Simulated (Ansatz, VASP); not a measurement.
## Cross-check of Ni (Nickel) between VASP and Ansatz

One calculation is typed for both programs; each brings its own data sets. How far apart do they land? The cell is taken from a series of runs on this material, whose earlier steps may have relaxed, scaled, displaced or heated it; both programs get it as it stands.

Program: Ansatz 0.2.0. Level of theory: plane waves, with VASP 6.6.1 beside it; single point at PBEsol. Results are calculated unless marked as measured.

### Step 1. Set-up

It takes space group Fm-3m (No. 225, cubic). Conventional cell: a = 3.129 Å, b = 3.129 Å, c = 3.129 Å, α = 90.00°, β = 90.00°, γ = 90.00°. Ni has 12 Ni at 2.21 Å nearest.

Structure file:

```xyz
1
Lattice="0.0000 1.5644 1.5644 1.5644 0.0000 1.5644 1.5644 1.5644 0.0000" Properties=species:S:1:pos:R:3 pbc="T T T"
Ni    0.0000    0.0000    0.0000
```

### Step 2. VASP: single point, PBEsol, pair 1

With cell and atoms fixed, the geometry can't cause a difference; cores, projectors, grids and the points listed under the comparison can.

Lines of VASP's logs that name or quote its potential files are left out, and so is its time.

Contents of INCAR:

```
SYSTEM = Ni
PREC = Accurate
ENCUT = 600
EDIFF = 1E-06
NELM = 120
ISMEAR = -1
SIGMA = 0.1
LREAL = .FALSE.
ALGO = Normal
GGA = PS
NBANDS = 11
LASPH = .TRUE.
LORBIT = 11
LWAVE = .FALSE.
LCHARG = .FALSE.
ISIF = 2
GGA_COMPAT = .FALSE.
```

Contents of POSCAR:

```
Ni
1.0
    0.0000000000      1.5644291400      1.5644291400
    1.5644291400      0.0000000000      1.5644291400
    1.5644291400      1.5644291400      0.0000000000
Ni
1
Direct
    0.0000000000      0.0000000000      0.0000000000
```

Contents of KPOINTS:

```
Automatic mesh
0
Gamma
21 21 21
0 0 0
```

Potentials, in the order of the species: Ni (PBE family, release 64).

The run is started by

```bash
$ mpirun -np 1 vasp_std
```

Numbers of over 12 decimals in the logs are rounded to 6 here.

Log:

```text
[banner, memory and clock lines left out]
running    1 mpi-ranks, on    1 nodes
 distrk:  each k-point on    1 cores,    1 groups
 distr:  one band on    1 cores,    1 groups

 POSCAR found type information on POSCAR Ni
 POSCAR found :  1 types and       1 ions
|                                                                             |
|               ----> ADVICE to this user running VASP <----                  |
|                                                                             |
|     You enforced a specific xc type in the INCAR file but a different       |
|     [... a line on the potential file left out ...]
|     I HOPE YOU KNOW WHAT YOU ARE DOING!                                     |
|                                                                             |

 LDA part: xc-table for (Slater+PW92), standard interpolation
 POSCAR, INCAR and KPOINTS ok, starting setup
 FFT: planning ... GRIDC
 FFT: planning ... GRID_SOFT
 FFT: planning ... GRID
 WAVECAR not read
 entering main loop
       N       E                     dE             d eps       ncg     rms          rms(c)
DAV:   1     0.303652409682E+02    0.30365E+02   -0.54726E+03  6631   0.151E+03
DAV:   2    -0.533401989541E+01   -0.35699E+02   -0.33740E+02  6593   0.194E+02
DAV:   3    -0.627899819766E+01   -0.94498E+00   -0.93784E+00  7078   0.347E+01
DAV:   4    -0.628564510323E+01   -0.66469E-02   -0.66450E-02  7129   0.270E+00
DAV:   5    -0.628574502274E+01   -0.99920E-04   -0.99917E-04  7380   0.304E-01    0.169E+01
DAV:   6    -0.537189094185E+01    0.91385E+00   -0.76787E+00  7836   0.439E+01    0.574E+00
DAV:   7    -0.526810783000E+01    0.10378E+00   -0.53106E-01  7516   0.117E+01    0.390E+00
DAV:   8    -0.523435544692E+01    0.33752E-01   -0.35508E-02  9085   0.179E+00    0.447E-01
DAV:   9    -0.523378150168E+01    0.57395E-03   -0.47265E-04  7411   0.308E-01    0.782E-02
DAV:  10    -0.523381261572E+01   -0.31114E-04   -0.17323E-05  9012   0.406E-02    0.219E-02
DAV:  11    -0.523380924351E+01    0.33722E-05   -0.41534E-07  4894   0.676E-03    0.226E-03
DAV:  12    -0.523380928890E+01   -0.45386E-07   -0.65478E-08  3632   0.200E-03
   1 F= -.52338093E+01 E0= -.52011475E+01  d E =-.653237E-01
```

From OUTCAR (step 2):

```text
ion  position               nearest neighbor table
   1  0.000  0.000  0.000-

  LATTYP: Found a face centered cubic cell.
 ALAT       =     3.1288582800

 Subroutine GETGRP returns: Found 48 space group operations
 (whereof 48 operations were pure point group operations)

The static configuration has the point symmetry O_h .

 Found    286 irreducible k-points:

   k-points           NKPTS =    286   k-points in BZ     NKDIM =    286   number of bands    NBANDS=     11

   dimension x,y,z NGX =    18 NGY =   18 NGZ =   18
   dimension x,y,z NGXF=    36 NGYF=   36 NGZF=   36

   ENCUT  =  600.0 eV  44.10 Ry    6.64 a.u.   4.42  4.42  4.42*2*pi/ulx,y,z

   NELECT =      10.0000    total number of electrons

 k-points in reciprocal lattice and weights: Automatic mesh
   0.00000000  0.00000000  0.00000000       0.000
   0.04761905  0.00000000  0.00000000       0.001
   0.09523810  0.00000000  0.00000000       0.001
   0.14285714  0.00000000  0.00000000       0.001
   0.19047619  0.00000000  0.00000000       0.001
   0.23809524  0.00000000  0.00000000       0.001
   0.28571429  0.00000000  0.00000000       0.001
   0.33333333  0.00000000  0.00000000       0.001
   0.38095238  0.00000000  0.00000000       0.001
[...]
-0.28571429  0.47619048  0.19047619       0.003
  -0.28571429  0.47619048  0.23809524       0.003

 average (electrostatic) potential at core
       1 -76.6163

 E-fermi :  15.1266

 k-point     1 :       0.0000    0.0000    0.0000
  band No.  band energies     occupation
    ...
      2      11.9652      2.00000
      3      11.9652      2.00000
      4      11.9652      2.00000
      5      13.8529      1.99999
      6      13.8529      1.99999
      7      41.6910      0.00000
      8      48.4698      0.00000
      9      48.4698      0.00000
     10      48.4698      0.00000
     11      53.6838      0.00000

 k-point     2 :       0.0476    0.0000    0.0000
  band No.  band energies     occupation
    ...
      2      11.9210      2.00000
      3      11.9994      2.00000
      4      11.9994      2.00000
      5      13.8358      2.00000
      6      13.8358      2.00000
      7      41.6084      0.00000
      8      47.0741      0.00000
      9      48.3868      0.00000
     10      48.3868      0.00000
     11      53.8484      0.00000

 k-point     3 :       0.0952    0.0000    0.0000
  band No.  band energies     occupation
    ...
      2      11.7980      2.00000
      3      12.0921      2.00000
      4      12.0921      2.00000
      5      13.7946      2.00000
      6      13.7946      2.00000
      7      41.1110      0.00000
      8      44.8912      0.00000
      9      48.1758      0.00000
     10      48.1758      0.00000
     11      53.6589      0.00000

  Total        6.8433892      6.8433892      6.8433892      0.0000000     -0.0000000      0.0000000
  in kB     1431.8058641   1431.8058641   1431.8058641      0.0000000     -0.0000000      0.0000000
  external PRESSURE =    1431.8058641 kB  Pullay stress =       0.0000000 kB

  energy-cutoff  :      600.00
  volume of cell :        7.66
      direct lattice vectors                 reciprocal lattice vectors
     0.000000000  1.564429140  1.564429140    -0.319605399  0.319605399  0.319605399
     1.564429140  0.000000000  1.564429140     0.319605399 -0.319605399  0.319605399
     1.564429140  1.564429140  0.000000000     0.319605399  0.319605399 -0.319605399

 POSITION                                       TOTAL-FORCE (eV/Angst)
 -----------------------------------------------------------------------------------
      0.00000      0.00000      0.00000         0.000000     -0.000000      0.000000
 -----------------------------------------------------------------------------------
    total drift:                                0.000000     -0.000000      0.000000

  FREE ENERGIE OF THE ION-ELECTRON SYSTEM (eV)
  ---------------------------------------------------
  free  energy   TOTEN  =        -5.2338092889 eV

  energy  without entropy=       -5.1684856273  energy(sigma->0) =       -5.20114746

 total charge
# of ion       s       p       d       tot
------------------------------------------
    1        0.690   0.914   8.613  10.217

[... 3 further parts left out ...]
```

This run has no spin polarisation, so a moment on Ni, if there is one, isn't seen.

### Step 3. Ansatz: single point, PBEsol, pair 1

Ansatz runs on its default PAW (the set named soft_2) files.

The same cell, functional, mesh and smearing now go to Ansatz.

Contents of input.yaml:

```yaml
crystal:
  lattice:
    - [0.0, 1.56442914, 1.56442914]
    - [1.56442914, 0.0, 1.56442914]
    - [1.56442914, 1.56442914, 0.0]
  atoms:
    - { symbol: Ni, position: [0.0, 0.0, 0.0] }
kpoints:
  mp_grid: { grid: [21, 21, 21] }
hamiltonian:
  xc: pbesol
scf:
  occupations: { method: fermi_dirac, width: 0.1 }
  max_iter: 120
  convergence: { dr2_threshold: 1.0e-08 }
basis:
  ecutwfc: 420.0
output:
  stress: true
```

The run is started by

```bash
$ ansatz run input.yaml --threads 1 --pin off --max-ram 2560MiB --backend cpu --events-out ev --progress --plain --runs-dir out
```

Log:

```text
Warning: output.stress: scf.convergence.dr2_threshold = 1e-8 eV is looser than the 1e-10 eV advised for a printed stress (1e-10 eV for each atom of the cell: 1). What an SCF threshold leaves in a stress goes as its square root, and in the free energy as the threshold itself, and one threshold admits the most on a small cell: [figures from the program's tests cut] Set scf.convergence.dr2_threshold to 1e-10 eV or tighter. The threshold is an SCF's pass mark: one that does not reach it within its budget of iterations ends unconverged, or closes short of it on a stop that the run arms, and scf.convergence.dr2_threshold's page says what that costs each kind of run
Engine: ansatz 0.2.0, aarch64-unknown-linux-gnu
Pseudopotentials: kind: paw
Pseudopotential: Ni, paw, valence charge 18, recommended cutoff 420 eV (normal), Ni.paw.azcp
Functional definition: PBEsol
  exchange = pbesol_x
  correlation = pbesol_c
Crystal: 1 atoms, lattice volume = 7.658 Å³
Basis set: ecut = 420 eV, 169 PW (Γ)
Bands: 13, of which v1, the nominal top of the filled ones, is band 9 counted from 1 (8 counted from 0)
Symmetry: 48 space group operations
Space group: Fm-3m (ITA 225), of the structure as read, at distance tolerance 2.0e-5 Å
k-points: 286 of 9261
Non-local potential: Ni, projectors of the file, l = 0: 3, l = 1: 2, l = 2: 3, l = 3: 1
PAW form: soft (Blöchl's): semilocal exchange-correlation on the pseudo side does not see the compensation charge
PAW frozen core: Ni, regenerated for the run's functional, and the local potential with it (the file was generated under x = pbe(κ = 0.804, μ = 0.219515), c = pbe(β = 0.066725))
PAW one-centre angular grid: Ni, 590 points (default); XC on 64 Gauss nodes
Initial density: superposition of atomic densities (neutral atoms: chi_scale 0, normalization atom), corrected by the library's trained network
Initial wavefunctions: pseudopotential atomic-orbital guess
Functional: x = pbesol(κ = 0.804, μ = 0.123457), c = pbesol(β = 0.046)
SCF iter   1: F=—  HF=-5804.067088 eV  |F-HF|=—  |Δ(HF+E_count)|=         —  Δρ=2.89e-2  dr2=3.04e-2  ethr=1.77e-3  ⟨swp⟩=5.0  Hψ=19998  notcnv=0
preconditioner: auto → none  [metal: Δε(μ)=0.005 eV  Ē_g=18.608 eV  σ=0.100 eV  W_gap=0.01  n_scr=0 (ndim 8)  ℏωp=42.4 eV  f_vac=0.000  D(μ)=2.09/eV (n_scr^D=58)]
SCF iter   2: F=—  HF=-5804.066696 eV  |F-HF|=—  |Δ(HF+E_count)|=   3.92e-4  Δρ=2.52e-2  dr2=2.41e-2  ethr=1.69e-4  ⟨swp⟩=2.8  Hψ=9301  notcnv=0
SCF iter   3: F=—  HF=-5804.059807 eV  |F-HF|=—  |Δ(HF+E_count)|=   6.89e-3  Δρ=1.92e-3  dr2=1.08e-4  ethr=1.34e-4  ⟨swp⟩=2.2  Hψ=6079  notcnv=0
SCF iter   4: F=—  HF=-5804.059873 eV  |F-HF|=—  |Δ(HF+E_count)|=   6.57e-5  Δρ=2.40e-4  dr2=2.69e-6  ethr=5.98e-7  ⟨swp⟩=2.6  Hψ=6502  notcnv=0
SCF iter   5: F=—  HF=-5804.059871 eV  |F-HF|=—  |Δ(HF+E_count)|=   1.71e-6  Δρ=3.57e-5  dr2=4.96e-8  ethr=1.49e-8  ⟨swp⟩=2.1  Hψ=5059  notcnv=0
SCF iter   6: F=-5804.059871 eV  HF=-5804.059871 eV  |F-HF|=8.55e-11  |Δ(HF+E_count)|=   1.06e-8  Δρ=1.89e-6  dr2=1.50e-10  ethr=5.56e-11  ⟨swp⟩=4.3  Hψ=13179  notcnv=0
SCF 1 converged in 6 iterations: F = -5804.059871 eV  dr2 = 1.50e-10
  greatest PAW one-centre occupation: 1.001 electrons in one spin orbital (limit 2), on the Ni atom at site 0 (counted from 0), in its partial waves of l = 1
SCF converged after 6 iterations
Free energy (F): -5804.059871 eV
Harris-Foulkes:  -5804.059871 eV  (|F-HF|=8.55e-11)
Internal energy: -5803.994606 eV  (E = F + TS)
E sigma→0 (E₀):  -5804.027239 eV
Entropy (-TS):   -0.065265 eV (-65.265 meV/atom)
Fermi energy:    27.516713 eV
--- Per-component energies (eV) ---
  E_band       = -130.564902
  E_kinetic    = 292.267928
  E_local      = -2840.823685  (includes V_loc(G=0)·N_el)
  E_nonlocal   = 636.347722
  E_hartree    = 1208.102880
  E_xc         = -88.600177
  E_vxc        = -114.803841  (∫ρ·V_xc dr)
  E_paw        = -1593.210356  (= ΣΔE_a)
  E_vpaw       = -519.758435  (= ΣTr[D̂ρ^β])
  E_aug_tail   = 0.000355  (compensation charges beyond the density's cutoff)
  E_ewald      = -3418.276563
  E_core_change = 0.197289  (= ΣΔE_core)
  E_smearing   = -0.065265  (= −TS)
  E_closure    = -0.000000  (closes the sum)
  Σ components = -5804.059871   (vs F -5804.059871, Δ=0.00e0)
--- Stress (GPa, compression-positive) ---
      144.215946       0.000000       0.000000
        0.000000     144.215946       0.000000
        0.000000      -0.000000     144.215946
  P = ⅓ Tr σ = 144.2159 GPa (1442.159 kbar)
```

Reading the cycles: dr2 is the Hartree energy of the density residual (eV), the measure of convergence; HF is the Harris–Foulkes estimate of the energy, which meets the free energy F at convergence.

The run ends at a pressure of 144.22 GPa.

### Step 4. Differences

Known differences besides the potentials themselves: the data sets hold 18 valence electrons in Ansatz (on its default PAW (the set named soft_2) files) and 10 in VASP; the cutoff is 420 eV in Ansatz and 600 eV in VASP; Ansatz makes its cores anew for this functional, VASP keeps those of its PBE data sets. Total energies have different zeros and are not compared.

The two programs side by side:

```csv
quantity,Ansatz,VASP,difference
pressure (GPa),144.22,143.18,+1.04
```

### Step 5. Ansatz: single point, PBEsol, pair 2

A single point gives forces, pressure and levels at one fixed geometry, so differences don't come from the geometry; what else differs is listed under the comparison. The cell compared in this pair holds 8.53 Å³, against 7.66 Å³ for the pair before.

The cell is taken from a series of runs on this material, whose earlier steps may have relaxed, scaled, displaced or heated it; both programs get it as it stands.

input.yaml, the sections that differ from step 3:

```yaml
crystal:
  lattice:
    - [0.0, 1.62189008, 1.62189008]
    - [1.62189008, 0.0, 1.62189008]
    - [1.62189008, 1.62189008, 0.0]
  atoms:
    - { symbol: Ni, position: [0.0, 0.0, 0.0] }
# kpoints, hamiltonian, scf, basis, output: as in step 3
```

Log:

```text
[...]
Crystal: 1 atoms, lattice volume = 8.533 Å³
Basis set: ecut = 420 eV, 169 PW (Γ)
Bands: 13, of which v1, the nominal top of the filled ones, is band 9 counted from 1 (8 counted from 0)
Symmetry: 48 space group operations
[...]
k-points: 286 of 9261
[...]
SCF iter   1: F=—  HF=-5804.638772 eV  |F-HF|=—  |Δ(HF+E_count)|=         —  Δρ=2.66e-2  dr2=2.95e-2  ethr=1.77e-3  ⟨swp⟩=5.2  Hψ=20182  notcnv=0
[...]
SCF iter   6: F=-5804.631951 eV  HF=-5804.631951 eV  |F-HF|=1.82e-12  |Δ(HF+E_count)|=  7.00e-11  Δρ=1.24e-7  dr2=3.53e-13  ethr=1.00e-12  ⟨swp⟩=2.3  Hψ=12680  notcnv=0
SCF 1 converged in 6 iterations: F = -5804.631951 eV  dr2 = 3.53e-13
[...]
SCF converged after 6 iterations
Free energy (F): -5804.631951 eV
[...]
Internal energy: -5804.559354 eV  (E = F + TS)
E sigma→0 (E₀):  -5804.595653 eV
Entropy (-TS):   -0.072597 eV (-72.597 meV/atom)
Fermi energy:    24.161194 eV
[...]
--- Stress (GPa, compression-positive) ---
       71.559643       0.000000      -0.000000
        0.000000      71.559643      -0.000000
        0.000000       0.000000      71.559643
  P = ⅓ Tr σ = 71.5596 GPa (715.596 kbar)
```

The run ends at a pressure of 71.56 GPa.

### Step 6. VASP: single point, PBEsol, pair 2

The same cell, functional, mesh and smearing now go to VASP, with its own data sets.

INCAR is that of step 2.

Contents of POSCAR:

```
Ni
1.0
    0.0000000000      1.6218900800      1.6218900800
    1.6218900800      0.0000000000      1.6218900800
    1.6218900800      1.6218900800      0.0000000000
Ni
1
Direct
    0.0000000000      0.0000000000      0.0000000000
```

KPOINTS is that of step 2.

The run is started by

```bash
$ mpirun -np 1 vasp_std
```

Log:

```text
[banner, memory and clock lines left out]
running    1 mpi-ranks, on    1 nodes
[...]
[... a notice as in an earlier step ...]

 LDA part: xc-table for (Slater+PW92), standard interpolation
 POSCAR, INCAR and KPOINTS ok, starting setup
[...]
entering main loop
       N       E                     dE             d eps       ncg     rms          rms(c)
DAV:   1     0.305083518320E+02    0.30508E+02   -0.54849E+03  6573   0.148E+03
DAV:   2    -0.591190737709E+01   -0.36420E+02   -0.34457E+02  6550   0.192E+02
DAV:   3    -0.693583095943E+01   -0.10239E+01   -0.10163E+01  7052   0.353E+01
DAV:   4    -0.694392458390E+01   -0.80936E-02   -0.80913E-02  7058   0.289E+00
[...]
DAV:  10    -0.580095256192E+01   -0.27369E-04   -0.23557E-05  8937   0.475E-02    0.248E-02
DAV:  11    -0.580094935053E+01    0.32114E-05   -0.35035E-07  4732   0.485E-03    0.367E-03
DAV:  12    -0.580094948030E+01   -0.12977E-06   -0.28791E-08  3569   0.154E-03
   1 F= -.58009495E+01 E0= -.57646405E+01  d E =-.726180E-01
```

Parts of OUTCAR (step 6):

```text
  Total        3.7628043      3.7628043      3.7628043      0.0000000      0.0000000     -0.0000000
  in kB      706.5257020    706.5257020    706.5257020      0.0000000      0.0000000     -0.0000000
  external PRESSURE =     706.5257020 kB  Pullay stress =       0.0000000 kB

 POSITION                                       TOTAL-FORCE (eV/Angst)
 -----------------------------------------------------------------------------------
      0.00000      0.00000      0.00000         0.000000      0.000000      0.000000
 -----------------------------------------------------------------------------------
    total drift:                                0.000000     -0.000000      0.000000

  FREE ENERGIE OF THE ION-ELECTRON SYSTEM (eV)
  ---------------------------------------------------
  free  energy   TOTEN  =        -5.8009494803 eV

  energy  without entropy=       -5.7283314664  energy(sigma->0) =       -5.76464047

[... 1 part as in an earlier step ...]

[... 2 further parts left out ...]
[key lines of the parts left out:]
E-fermi :  12.9920
```

The run ends at a pressure of 70.65 GPa.

(Part 1 of 2 ends here.)

[Lines on the potential files, build, host, timing and source positions are cut from VASP's logs without a mark.]

[Logs are printed without paths, hosts, clocks, repeated set-up lines and the standing remarks that a program may print on its own settings, such as how far it seeks lower states.]

[Hosts, paths, dates, database ids (printed as entryN), source tags and the programs' standing remarks are cut or masked in the printed files.]
